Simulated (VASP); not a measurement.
# WAu (F-43m) in VASP: a series of runs

The runs below take WAu through relaxation of cell and atoms, with PBE.

Program: VASP 6.6.1. These are calculated values, not measurements. Logs are shortened: lines on timing, memory, paths and dates and some standing lists are left out, and cuts for length are marked.

### 1 The crystal as given

It takes space group F-43m (No. 216, cubic). The conventional cell has a = 5.496 Å, b = 5.496 Å, c = 5.496 Å, α = 90.00°, β = 90.00°, γ = 90.00°. Around W (site symmetry -43m) lie 4 Au at 2.38 Å. Au (site symmetry -43m) has 4 W at 2.38 Å as nearest neighbours.

The cell was built by a generator and needn't be a form met in nature.

### 2 Relaxation of cell and atoms, PBE, target pressure 20 GPa, at which the enthalpy is minimised

INCAR reads:

```
PREC = Accurate
ENCUT = 600
EDIFF = 1E-6
ISMEAR = -1
SIGMA = 0.05
LREAL = F
LASPH = T
NELM = 60
ALGO = Fast
ISIF = 3
LWAVE = F
LCHARG = F
GGA = PE
IBRION = 2
NSW = 60
EDIFFG = -0.005
PSTRESS = 200
```

KPOINTS reads:

```
regular mesh
0
Gamma
  8 8 8
```

POSCAR reads:

```
WAu
1.0
    0.0000000000      2.7479792600      2.7479792600
    2.7479792600      0.0000000000      2.7479792600
    2.7479792600      2.7479792600      0.0000000000
W Au
1 1
Direct
    0.0000000000      0.0000000000      0.0000000000
    0.7500000000      0.7500000000      0.7500000000
```

Potentials or basis: VASP PAW PBE potentials, release 64 (W_sv, Au).

Command:

```console
$ cat potpaw_PBE.64/W_sv/POTCAR potpaw_PBE.64/Au/POTCAR > POTCAR
$ mpirun -np 1 vasp_std > vasp.out
```

OUTCAR:

```text
PREC = Accurate
   ENCUT = 600
   EDIFF = 1E-6
   ISMEAR = -1
   LREAL = F
   LASPH = T
   NELM = 60
   ISIF = 3
   GGA = PE
   IBRION = 2
   NSW = 60
   EDIFFG = -0.005
   PSTRESS = 200

 ion  position               nearest neighbor table
   1  0.000  0.000  0.000-   2 2.38   2 2.38   2 2.38   2 2.38
   2  0.750  0.750  0.750-   1 2.38   1 2.38   1 2.38   1 2.38

  LATTYP: Found a face centered cubic cell.
 ALAT       =     5.4959585200

  Lattice vectors:

 A1 = (   0.0000000000,   2.7479792600,   2.7479792600)
 A2 = (   2.7479792600,   0.0000000000,   2.7479792600)
 A3 = (   2.7479792600,   2.7479792600,   0.0000000000)

Analysis of symmetry for initial positions (statically):
=====================================================================
 Subroutine PRICEL returns:
 Original cell was already a primitive cell.

 Routine SETGRP: Setting up the symmetry group for a
 face centered cubic supercell.

 Subroutine GETGRP returns: Found 24 space group operations
 (whereof 24 operations were pure point group operations)
 out of a pool of 48 trial point group operations.

The static configuration has the point symmetry T_d .

Analysis of symmetry for dynamics (positions and initial velocities):
=====================================================================
 Subroutine PRICEL returns:
 Original cell was already a primitive cell.

 Routine SETGRP: Setting up the symmetry group for a
 face centered cubic supercell.

 Subroutine GETGRP returns: Found 24 space group operations
 (whereof 24 operations were pure point group operations)
 out of a pool of 48 trial point group operations.

The dynamic configuration has the point symmetry T_d .

 Subroutine INISYM returns: Found 24 space group operations
 (whereof 24 operations are pure point group operations),
 and found     1 'primitive' translations

----------------------------------------------------------------------------------------

                                     Primitive cell

  volume of cell :      41.5021

  direct lattice vectors                    reciprocal lattice vectors
     0.000000000  2.747979260  2.747979260    -0.181951883  0.181951883  0.181951883
     2.747979260  0.000000000  2.747979260     0.181951883 -0.181951883  0.181951883
     2.747979260  2.747979260  0.000000000     0.181951883  0.181951883 -0.181951883

  length of vectors
     3.886229539  3.886229539  3.886229539     0.315149905  0.315149905  0.315149905

  position of ions in fractional coordinates (direct lattice)
     0.000000000  0.000000000  0.000000000
     0.750000000  0.750000000  0.750000000

  ion indices of the primitive-cell ions
   primitive index   ion index
                 1           1
                 2           2

----------------------------------------------------------------------------------------

 KPOINTS: regular mesh

Automatic generation of k-mesh.
 Grid dimensions read from file:
 generate k-points for:    8    8    8

 Generating k-lattice:

  Cartesian coordinates                     Fractional coordinates (reciprocal lattice)
    -0.022743985  0.022743985  0.022743985     0.125000000  0.000000000  0.000000000
     0.022743985 -0.022743985  0.022743985     0.000000000  0.125000000  0.000000000
     0.022743985  0.022743985 -0.022743985     0.000000000  0.000000000  0.125000000

  Length of vectors
     0.039393738  0.039393738  0.039393738

  Shift w.r.t. Gamma in fractional coordinates (k-lattice)
     0.000000000  0.000000000  0.000000000

 Subroutine IBZKPT returns following result:
 ===========================================

 Found     29 irreducible k-points:

 Following reciprocal coordinates:
            Coordinates               Weight
  0.000000  0.000000  0.000000      1.000000
  0.125000  0.000000  0.000000      8.000000
  0.250000  0.000000  0.000000      8.000000
  0.375000  0.000000  0.000000      8.000000
  0.500000  0.000000  0.000000      4.000000
  0.125000  0.125000  0.000000      6.000000
[... 16 lines left out ...]
  0.500000  0.250000  0.125000     48.000000
 -0.375000  0.250000  0.125000     24.000000
 [... further k-points ...]
   k-points           NKPTS =     29   k-points in BZ     NKDIM =     29   number of bands    NBANDS=     16
   number of dos      NEDOS =    301   number of ions     NIONS =      2
   total plane-waves  NPLWV =  32768
   dimension x,y,z NGX =    32 NGY =   32 NGZ =   32
   dimension x,y,z NGXF=    64 NGYF=   64 NGZF=   64
   ions per type =               1   1
   NGX,Y,Z   is equivalent  to a cutoff of  13.69, 13.69, 13.69 a.u.
   NGXF,Y,Z  is equivalent  to a cutoff of  27.38, 27.38, 27.38 a.u.
 SYSTEM =  unknown system
   PREC   = accura    normal or accurate (medium, high low for compatibility)
   ISTART =      0    job   : 0-new  1-cont  2-samecut
   ICHARG =      2    charge: 1-file 2-atom 10-const
   ISPIN  =      1    spin polarized calculation?
   LNONCOLLINEAR =      F non collinear calculations
   LSORBIT =      F    spin-orbit coupling
   LASPH  =      T    aspherical Exc in radial PAW
   ENCUT  =  600.0 eV  44.10 Ry    6.64 a.u.   7.76  7.76  7.76*2*pi/ulx,y,z
   NELM   =     60;   NELMIN=  2; NELMDL= -5     # of ELM steps
   EDIFF  = 0.1E-05   stopping-criterion for ELM
   LREAL  =      F    real-space projection
   EDIFFG = -.5E-02   stopping-criterion for IOM
   NSW    =     60    number of steps for IOM
   IBRION =      2    ionic relax: 0-MD 1-quasi-New 2-CG
   NFREE  =      1    steps in history (QN), initial steepest desc. (CG)
   ISIF   =      3    stress and relaxation
   ISYM   =      2    0-nonsym 1-usesym 2-fastsym
   POTIM  = 0.5000    time-step for ionic-motion
   TEBEG  =    0.0;   TEEND  =   0.0 temperature during run
   PSTRESS=  200.0 pullay stress
   NELECT =      25.0000    total number of electrons
   NUPDOWN=      -1.0000    fix difference up-down
   EMIN   =  10.00;   EMAX   =-10.00  energy-range for DOS
   EFERMI =   0.00;   METHOD = LEGACY
   ISMEAR =    -1;   SIGMA  =   0.05  broadening in eV -4-tet -1-fermi 0-gaus
   EFERMI_NEDOS =   21; number of points for ismear=-14 and -15
   IALGO  =     68    algorithm
   IMIX   =      4    mixing-type and parameters
     AMIX     =   0.40;   BMIX     =  1.00
     AMIX_MAG =   1.60;   BMIX_MAG =  1.00
  volume/ion in A,a.u.               =      20.75       140.04
  Fermi-wavevector in a.u.,A,eV,Ry     =   1.382605  2.612744 26.008842  1.911596
  Thomas-Fermi vector in A             =   2.507280
   LORBIT       =      0    0 simple, 1 ext, 2 COOP (PROOUT), +10 PAW based schemes
   GGA     = PE    functional components
   LHFCALC =     F    Hartree Fock is set to
   AEXX    =    0.0000 exact exchange contribution
   IVDW    =     0    specifies the selected vdW correction
   LEPSILON=     F    determine dielectric tensor
   LRPA    =     F    only Hartree local field effects (RPA)
 conjugate gradient relaxation of ions
 non-spin polarized calculation
 RMM-DIIS sequential band-by-band and
  energy-cutoff  :      600.00
  volume of cell :       41.50
 maximum number of plane-waves:      1411
   NGX = 15   NGY = 15   NGZ = 15

--------------------------------------- Ionic step        1  -------------------------------------------

 number of electron      24.9999999 magnetization

 Free energy of the ion-electron system (eV)
  ---------------------------------------------------
  ext. energy  EPLUGINS =         0.00000000
  ---------------------------------------------------
  free energy    TOTEN  =       -11.64309905 eV

  energy without entropy =      -11.62681981  energy(sigma->0) =      -11.63495943

------------------------ aborting loop because EDIFF is reached ----------------------------------------

  FORCE on cell =-STRESS in cart. coord.  units (eV):
  Direction    XX          YY          ZZ          XY          YZ          ZX
  --------------------------------------------------------------------------------------
  -------------------------------------------------------------------------------------
  Total        8.5927950      8.5927950      8.5927950      0.0000000     -0.0000000     -0.0000000
  in kB      331.7223130    331.7223130    331.7223130      0.0000000     -0.0000000     -0.0000000
  external PRESSURE =     131.7223130 kB  Pullay stress =     200.0000000 kB
[... 93 lines left out ...]
  FREE ENERGIE OF THE ION-ELECTRON SYSTEM (eV)
  ---------------------------------------------------
  free  energy   TOTEN  =       -12.0420567455 eV

  energy  without entropy=      -12.0248784236  energy(sigma->0) =      -12.03346758

  enthalpy is  TOTEN    =        -6.5513888820 eV   P V=        5.4906678635

[... ionic steps 4 to 15 ...]

--------------------------------------- Ionic step       16  -------------------------------------------

 number of electron      25.0000001 magnetization

------------------------ aborting loop because EDIFF is reached ----------------------------------------

  FORCE on cell =-STRESS in cart. coord.  units (eV):
  Direction    XX          YY          ZZ          XY          YZ          ZX
  --------------------------------------------------------------------------------------
  -------------------------------------------------------------------------------------
  Total        5.4762946      5.4762946      5.4762946      0.0000000     -0.0000000      0.0000000
  in kB      200.3874963    200.3874963    200.3874963      0.0000000     -0.0000000      0.0000000
  external PRESSURE =       0.3874963 kB  Pullay stress =     200.0000000 kB
[... 61 lines left out ...]
  enthalpy is  TOTEN    =        -6.5519735634 eV   P V=        5.4688213902

--------------------------------------- Ionic step       18  -------------------------------------------

 number of electron      25.0000001 magnetization

 Free energy of the ion-electron system (eV)
  ---------------------------------------------------
  ext. energy  EPLUGINS =         0.00000000
  ---------------------------------------------------
  free energy    TOTEN  =       -12.01872081 eV

  energy without entropy =      -12.00161909  energy(sigma->0) =      -12.01016995

 E-fermi :   6.9459     XC(G=0): -11.2570

 val. band max:        6.9108707638   @ k =  -0.3750   0.2500   0.1250
 cond. band min:       6.9969786064   @ k =   0.3750   0.2500   0.0000
 fundamental gap:      0.0861078426
 Fermi energy:         6.9458856917

 k-point     1 :       0.0000    0.0000    0.0000
  band No.  band energies     occupation
      1     -67.1918      2.00000
      2     -31.4547      2.00000
      3     -31.4547      2.00000
      4     -31.4547      2.00000
      5      -1.2382      2.00000
      6       0.5933      2.00000
[... 8 lines left out ...]
     15       8.8674      0.00000
     16      15.8802      0.00000
[... 420 lines left out ...]
  band No.  band energies     occupation
      1     -67.1894      2.00000
      2     -31.4743      2.00000
      3     -31.4573      2.00000
      4     -31.4515      2.00000
      5       0.1568      2.00000
      6       0.3505      2.00000
[... 8 lines left out ...]
     15       8.9836      0.00000
     16       9.1942      0.00000

 [... further k-points ...]

------------------------ aborting loop because EDIFF is reached ----------------------------------------

  FORCE on cell =-STRESS in cart. coord.  units (eV):
  Direction    XX          YY          ZZ          XY          YZ          ZX
  --------------------------------------------------------------------------------------
  -------------------------------------------------------------------------------------
  Total        5.4614441      5.4614441      5.4614441     -0.0000000     -0.0000000      0.0000000
  in kB      199.8061763    199.8061763    199.8061763     -0.0000000     -0.0000000      0.0000000
  external PRESSURE =      -0.1938237 kB  Pullay stress =     200.0000000 kB
[... 17 lines left out ...]
  FREE ENERGIE OF THE ION-ELECTRON SYSTEM (eV)
  ---------------------------------------------------
  free  energy   TOTEN  =       -12.0187208081 eV

  energy  without entropy=      -12.0016190938  energy(sigma->0) =      -12.01016995

  enthalpy is  TOTEN    =        -6.5519788121 eV   P V=        5.4667419960

 reached required accuracy - stopping structural energy minimisation
```

It took 4.3 min on 1 thread of Intel Xeon Platinum 8175M at 2.50GHz (Skylake/Cascade Lake), shared host; peak memory 0.2 GiB.

Results:

- Free energy: -12.0187 eV
- Relaxed volume: 21.90 Å³/atom
- Relaxed cell: a = 3.956 Å, b = 3.956 Å, c = 3.956 Å, α = 60.00°, β = 60.00°, γ = 60.00°
- Space group after relaxing (to 0.05 Å): F-43m (No. 216)
- Energy change on relaxing (the enthalpy is what falls): -187.8 meV/atom
- Ionic steps: 18
- Pressure after relaxing: 20.0 GPa
- Band gap on the k mesh: none (metal or under the smearing width)

The path:
```tsv
step	energy change (eV)	largest force (eV/Å)	pressure (GPa)	volume (Å³)
1	0.0000	0.0000	33.17	41.50
2	-0.6004	0.0000	-7.06	52.62
3	-0.3990	0.0000	19.02	43.99
4	-0.3766	0.0000	19.94	43.80
5	-0.3707	0.0000	20.16	43.75
6	-0.3709	0.0000	20.20	43.76
7	-0.3715	0.0000	20.16	43.76
8	-0.3715	0.0000	20.15	43.76
9	-0.3715	0.0000	20.16	43.76
10	-0.3715	0.0000	20.16	43.76
11	-0.3716	0.0000	20.16	43.76
12	-0.3717	0.0000	20.15	43.76
13	-0.3718	0.0000	20.16	43.76
14	-0.3722	0.0000	20.13	43.77
15	-0.3730	0.0000	20.10	43.77
16	-0.3746	0.0000	20.04	43.79
17	-0.3777	0.0000	19.92	43.81
18	-0.3756	0.0000	19.98	43.79
```

Final structure:
```
W Au
1.0
     0.00000    2.79765    2.79765
     2.79765    0.00000    2.79765
     2.79765    2.79765    0.00000
W Au
1 1
Direct
  0.00000 0.00000 0.00000
  0.75000 0.75000 0.75000
```

Levels at points of the mesh, in eV from the Fermi level:
| k point | band 10 | band 11 | band 12 | band 13 | band 14 | band 15 | band 16 |
| --- | --- | --- | --- | --- | --- | --- | --- |
| (0.00, 0.00, 0.00) | -6.10 | -0.82 | -0.82 | -0.82 | 1.92 | 1.92 | 8.93 |
| (0.50, 0.00, 0.00) | -5.39 | -2.09 | -0.23 | -0.23 | 1.66 | 1.66 | 2.40 |
| (0.50, 0.50, 0.00) | -4.17 | -3.06 | 0.39 | 1.40 | 1.80 | 1.80 | 3.35 |

Caveat: the cell is relaxed towards a set pressure, so the enthalpy falls and the energy may rise. Spin-orbit coupling is left out, which matters for the levels of Au, W.

### 3 Relaxation of cell and atoms, PBE, target pressure 30 GPa, at which the enthalpy is minimised

INCAR, as its differences from that of step 2:

```diff
@@ -16,2 +16,2 @@
 EDIFFG = -0.005
-PSTRESS = 200
+PSTRESS = 300
```

KPOINTS is that of step 2.

POSCAR is that of step 2.

Potentials or basis: VASP PAW PBE potentials, release 64 (W_sv, Au).

Command:

```console
$ cat potpaw_PBE.64/W_sv/POTCAR potpaw_PBE.64/Au/POTCAR > POTCAR
$ mpirun -np 1 vasp_std > vasp.out
```

It took 2.5 min on 1 thread of Intel Xeon Platinum 8175M at 2.50GHz (Skylake/Cascade Lake), shared host; peak memory 0.2 GiB.

The run converged. Its results:

```
Free energy                                            : -11.7405 eV
Relaxed volume                                         : 21.00 Å³/atom
Relaxed cell                                           : a = 3.902 Å, b = 3.902 Å, c = 3.902 Å, α = 60.00°, β = 60.00°, γ = 60.00°
Space group after relaxing (to 0.05 Å)                 : F-43m (No. 216)
Energy change on relaxing (the enthalpy is what falls) : -48.7 meV/atom
Ionic steps                                            : 4
Pressure after relaxing                                : 30.0 GPa
Band gap on the k mesh                                 : none (metal or under the smearing width)
```

Step by step:
```csv
step,energy change (eV),largest force (eV/Å),pressure (GPa),volume (Å³)
1,0.0000,0.0000,33.17,41.50
2,-0.4030,0.0000,18.82,44.02
3,-0.0999,0.0000,29.91,42.01
4,-0.0974,0.0000,29.99,42.00
```

Final structure:
```xyz
2
Lattice="0.0000 2.7588 2.7588 2.7588 0.0000 2.7588 2.7588 2.7588 0.0000" Properties=species:S:1:pos:R:3 pbc="T T T"
W     0.0000    0.0000    0.0000
Au    4.1383    4.1383    4.1383
```

Levels at points of the mesh, in eV from the Fermi level:
```csv
k point,band 11,band 12,band 13,band 14,band 15,band 16
"(0.00, 0.00, 0.00)",-0.85,-0.85,-0.85,2.08,2.08,9.14
"(0.50, 0.00, 0.00)",-2.18,-0.22,-0.22,1.78,1.78,2.56
"(0.50, 0.50, 0.00)",-3.17,0.39,1.46,1.94,1.94,3.70
```

Caveat: the cell is relaxed towards a set pressure, so the enthalpy falls and the energy may rise. The run has no spin-orbit coupling, so splittings on Au, W are missing.

### 4 Relaxation of cell and atoms, PBE

INCAR reads:

```
SYSTEM = WAu
ALGO = Fast
EDIFF = 1E-6
EDIFFG = -0.01
ENCUT = 600
GGA = PE
IBRION = 2
ISIF = 3
ISMEAR = 1
LASPH = .True.
LCHARG = .False.
LREAL = .False.
LWAVE = .False.
NELM = 100
NSW = 60
PREC = Accurate
SIGMA = 0.2
```

KPOINTS reads:

```
k-points
0
Gamma
  8 8 8
  0 0 0
```

POSCAR is that of step 3.

Command:

```console
$ cat potpaw_PBE.64/W_sv/POTCAR potpaw_PBE.64/Au/POTCAR > POTCAR
$ mpirun -np 1 vasp_std > vasp.out
```

It took 2 min on 1 thread of Intel Xeon Platinum 8259CL at 2.50GHz (Skylake/Cascade Lake), shared host; peak memory 0.2 GiB.

Results (log left out):

| Quantity | Value |
| --- | --- |
| Free energy | -12.3124 eV |
| Relaxed volume | 24.63 Å³/atom |
| Relaxed cell | a = 4.115 Å, b = 4.115 Å, c = 4.115 Å, α = 60.00°, β = 60.00°, γ = 60.00° |
| Space group after relaxing (to 0.05 Å) | F-43m (No. 216) |
| Energy gained by relaxing | 339.4 meV/atom |
| Ionic steps | 5 |
| Pressure after relaxing | 0.0 GPa |
| Band gap on the k mesh | none (metal or under the smearing width) |

Step by step:
| step | energy change (eV) | largest force (eV/Å) | pressure (GPa) | volume (Å³) |
| --- | --- | --- | --- | --- |
| 1 | 0.0000 | 0.0000 | 33.16 | 41.50 |
| 2 | 1.3292 | 0.0000 | -17.74 | 73.01 |
| 3 | -0.6672 | 0.0000 | -2.94 | 50.49 |
| 4 | -0.6781 | 0.0000 | -0.77 | 49.57 |
| 5 | -0.6788 | 0.0000 | 0.02 | 49.26 |

Final structure:
```xyz
2
Lattice="0.0000 2.9095 2.9095 2.9095 0.0000 2.9095 2.9095 2.9095 0.0000" Properties=species:S:1:pos:R:3 pbc="T T T"
W     0.0000    0.0000    0.0000
Au    4.3643    4.3643    4.3643
```

Levels at points of the mesh, in eV from the Fermi level:
```
           k point  band 9  band 10  band 11  band 12  band 13  band 14  band 15  band 16
(0.00, 0.00, 0.00)   -5.61    -5.61    -0.73    -0.73    -0.73     1.52     1.52     8.37
(0.50, 0.00, 0.00)   -5.52    -4.96    -1.82    -0.25    -0.25     1.36     1.36     1.98
(0.50, 0.50, 0.00)   -5.00    -3.98    -2.74     0.38     1.25     1.46     1.46     2.70
```

Caveat: the volume moved by over 15 % at a fixed basis, so the end points are rough. The run has no spin-orbit coupling, so splittings on Au, W are missing.

### 5 The reference run

An earlier run on the cell as given: functional PBE; potentials or basis VASP PAW PBE potentials, release 64 (W_sv, Au); cutoff 520 eV; k mesh 8 × 8 × 8; occupations fermi-dirac, width 0.05 eV; no spin polarisation.

- Pressure: 33.1 GPa
- Band gap on the k mesh: none (metal or under the smearing width)

### 6 Overview

```csv
task,cell,cutoff (eV),smearing,target pressure,gap on the mesh (eV),pressure (GPa)
relaxation of cell and atoms,relaxed to 20 GPa,600,fermi-dirac 0.05 eV,20 GPa,none,20.0
relaxation of cell and atoms,relaxed to 30 GPa,600,fermi-dirac 0.05 eV,30 GPa,none,30.0
relaxation of cell and atoms,relaxed,600,methfessel-paxton 0.2 eV,-,none,0.0
single point,as given,520,fermi-dirac 0.05 eV,-,none,33.1
```

Alike in all rows: level PBE; potentials or basis VASP PAW PBE potentials, release 64 (W_sv, Au); no spin polarisation; k mesh 8 × 8 × 8.

Caveats: the cell is relaxed towards a set pressure, so the enthalpy falls and the energy may rise (some runs); the volume moved by over 15 % at a fixed basis, so the end points are rough (some runs); a pressure of tens of GPa on the cell as given is suspect, and the run, the potentials or the cell itself is likely at fault (some runs).

Absolute energies hang on the potentials; compare differences alone.
